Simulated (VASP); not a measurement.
Level of theory: PBEsol GGA, VASP's PBE PAW potentials (set 64) (plane waves; VASP 6.6.1).

VASP input:

POSCAR:
```
Nb
1.0
 -1.6332446314   1.6332446314   1.6332446314
  1.6332446314  -1.6332446314   1.6332446314
  1.6332446314   1.6332446314  -1.6332446314
Nb
1
Direct
  0.0000000000   0.0000000000   0.0000000000
```

File KPOINTS:
```
Automatic mesh
0
Gamma
18 18 18
0 0 0
```

**INCAR**
```
ALGO = Normal
EDIFF = 1E-7
ENCUT = 400
GGA = PS
ISIF = 2
ISMEAR = -5
LASPH = .TRUE.
LCHARG = .TRUE.
LMAXMIX = 4
LORBIT = 11
LREAL = .FALSE.
LWAVE = .FALSE.
NEDOS = 601
NELM = 100
PREC = Accurate
SYSTEM = Nb
```

POTCAR, in this order: Nb_sv (PBE.64 set). Program: vasp_std.

Output

### OSZICAR
```
       N       E                     dE             d eps       ncg     rms          rms(c)
DAV:   1     0.897107741054E+02    0.89711E+02   -0.65444E+03  3956   0.107E+03
DAV:   2    -0.747703836785E+01   -0.97188E+02   -0.95133E+02  4260   0.377E+02
DAV:   3    -0.112075420899E+02   -0.37305E+01   -0.35510E+01  5656   0.615E+01
DAV:   4    -0.114091548520E+02   -0.20161E+00   -0.20070E+00  5372   0.131E+01
DAV:   5    -0.114179504256E+02   -0.87956E-02   -0.87902E-02  5948   0.206E+00    0.803E+00
DAV:   6    -0.109992904591E+02    0.41866E+00   -0.79570E-01  6006   0.113E+01    0.285E+00
DAV:   7    -0.109455943756E+02    0.53696E-01   -0.24190E-01  6066   0.603E+00    0.929E-01
DAV:   8    -0.109489416401E+02   -0.33473E-02   -0.11279E-02  4468   0.158E+00    0.491E-02
DAV:   9    -0.109489596245E+02   -0.17984E-04   -0.69142E-04  6480   0.276E-01    0.273E-02
DAV:  10    -0.109489684548E+02   -0.88303E-05   -0.15309E-05  4552   0.551E-02    0.113E-02
DAV:  11    -0.109489634512E+02    0.50036E-05   -0.34674E-06  4748   0.314E-02    0.260E-03
DAV:  12    -0.109489634887E+02   -0.37499E-07   -0.74835E-08  2756   0.402E-03
   1 F= -.10948963E+02 E0= -.10948963E+02  d E =0.000000E+00
```

**OUTCAR**
```
------------------------ aborting loop because EDIFF is reached ----------------------------------------
  FORCE on cell =-STRESS in cart. coord.  units (eV):
  Direction    XX          YY          ZZ          XY          YZ          ZX
  --------------------------------------------------------------------------------------
  Total       -0.0108685     -0.0108685     -0.0108685     -0.0000000      0.0000000     -0.0000000
  in kB       -0.9992327     -0.9992327     -0.9992327     -0.0000000      0.0000000     -0.0000000
  external PRESSURE =      -0.9992327 kB  Pullay stress =       0.0000000 kB
  volume of cell :       17.43
      direct lattice vectors                 reciprocal lattice vectors
    -1.633244631  1.633244631  1.633244631     0.000000000  0.306139075  0.306139075
     1.633244631 -1.633244631  1.633244631     0.306139075  0.000000000  0.306139075
     1.633244631  1.633244631 -1.633244631     0.306139075  0.306139075  0.000000000
 POSITION                                       TOTAL-FORCE (eV/Angst)
 -----------------------------------------------------------------------------------
      0.00000      0.00000      0.00000        -0.000000      0.000000      0.000000
 -----------------------------------------------------------------------------------
    total drift:                                0.000000     -0.000000      0.000000
  FREE ENERGIE OF THE ION-ELECTRON SYSTEM (eV)
  ---------------------------------------------------
  free  energy   TOTEN  =       -10.9489634887 eV

  energy  without entropy=      -10.9489634887  energy(sigma->0) =      -10.94896349

 total charge

# of ion       s       p       d       tot
------------------------------------------
    1        2.226   6.000   2.558  10.784
```
(Selected blocks of OUTCAR.)

For a metal the tetrahedron method with Blöchl corrections gives inexact stress and forces.

The compound is Nb in the bcc structure. It was relaxed first.
